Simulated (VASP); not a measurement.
```yaml
crystal:
  lattice:
    - [0.00000, 2.90707, 2.90707]
    - [2.90707, 0.00000, 2.90707]
    - [2.90707, 2.90707, 0.00000]
  atoms:
    - { symbol: Pb, position: [0.00000, 0.00000, 0.00000] }
    - { symbol: F, position: [0.25000, 0.25000, 0.25000] }
    - { symbol: F, position: [0.75000, 0.75000, 0.75000] }
```

These are LDA (Ceperley-Alder, Perdew-Zunger), VASP's LDA PAW potentials (set 64) (plane waves; VASP) values and carry that method's errors. Numerical set-up: 620 eV cut-off, 7×7×7 Γ-centred mesh, Gaussian smearing of 0.050 eV, potentials Pb_d F.

Q: Estimate the energy per atom (σ→0).

A: 
```json
{
  "energy per atom (σ→0)": "-5.320 eV/atom"
}
```

The absolute energy has meaning only against runs of the same code, potentials and settings.

The compound is PbF2 in the fluorite structure, the β form. It was relaxed first, which changed the volume by -6 %.
